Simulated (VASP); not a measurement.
Wanted: the native input for a VASP 6.6.1 run.

```
Task                   : relaxation of cell and atoms
Functional             : PBE
Potentials or basis    : VASP PAW PBE potentials, release 64 (Sb, Bi_d, O)
Cutoff                 : 520 eV
k mesh                 : 8 × 8 × 4
Occupations            : gaussian, width 0.1 eV
Spin                   : no spin polarisation
Further INCAR settings : ALGO = Normal; EDIFF = 1e-07; IBRION = 2; POTIM = 0.3; EDIFFG = -0.005; NSW = 60; ISIF = 3
```

The structure of Bi3SbO3 lies in POSCAR:

```
Bi3SbO3                                 
1.0
    3.8925117425      0.0000000000     -0.0000000000
    0.0000000000      3.8925117425      0.0000000000
   -0.0000000000      0.0000000000      9.6453112702
  Sb              Bi              O             
     1     3     3
Direct
     0.0000000000000000    0.0000000000000000    0.3668249816214570
     0.5000000000000000    0.5000000000000000    0.1307384109403789
     0.0000000000000000    0.0000000000000000    0.8635421218512360
     0.5000000000000000    0.5000000000000000    0.5365874521689261
     0.0000000000000000    0.5000000000000000    0.0003662165733988
     0.5000000000000000    0.0000000000000000    0.0003662165733988
     0.5000000000000000    0.5000000000000000    0.7617452602712099
```

The cell was built by a generator and needn't be a form met in nature.

One way to write it, as run:

INCAR

```
SYSTEM = Bi3SbO3
PREC     = Accurate       ! precision mode
ENCUT    = 520            ! plane-wave cutoff, eV
EDIFF    = 1E-7           ! SCF threshold, eV
ISMEAR   = 0              ! smearing method
SIGMA    = 0.1            ! smearing width, eV
LREAL    = .False.        ! projectors in reciprocal space
LASPH    = .True.         ! aspherical terms in the spheres
NELM     = 120            ! most SCF steps
ALGO     = Normal         ! electronic algorithm
ISIF     = 3              ! what is computed and relaxed
LWAVE    = .False.        ! write WAVECAR
LCHARG   = .False.        ! write CHGCAR
GGA      = PE             ! functional
IBRION   = 2              ! ionic algorithm
NSW      = 60             ! ionic steps
EDIFFG   = -0.005         ! ionic threshold
POTIM    = 0.3            ! step
KPAR     = 4
```

KPOINTS

```
regular mesh
0
Gamma
  8 8 4
  0 0 0
```

Potentials or basis: VASP PAW PBE potentials, release 64 (Sb, Bi_d, O).

The run is started by

```sh
$ cat potpaw_PBE.64/Sb/POTCAR potpaw_PBE.64/Bi_d/POTCAR potpaw_PBE.64/O/POTCAR > POTCAR
$ mpirun -np 4 vasp_std > vasp.out
```

Results of the run:

* Relaxed volume: 20.87 Å³/atom
* Relaxed cell: a = 3.892 Å, b = 3.892 Å, c = 9.645 Å, α = 90.00°, β = 90.00°, γ = 90.00°
* Space group after relaxing (to 0.05 Å): P4mm (No. 99)
* Energy gained by relaxing: 0.0 meV/atom
* Ionic steps: 2
* Pressure after relaxing: 0.0 GPa
* Largest force after relaxing: 0.005 eV/Å
* Band gap on the k mesh: none (metal or under the smearing width)

Caveat: spin-orbit coupling is left out, which moves the levels of the heavy elements.

Run time: 3.6 min on 4 MPI ranks on AMD EPYC 7R43 64-Core Processor (Zen 3) (shared host), peak memory 0.35 GiB a rank.
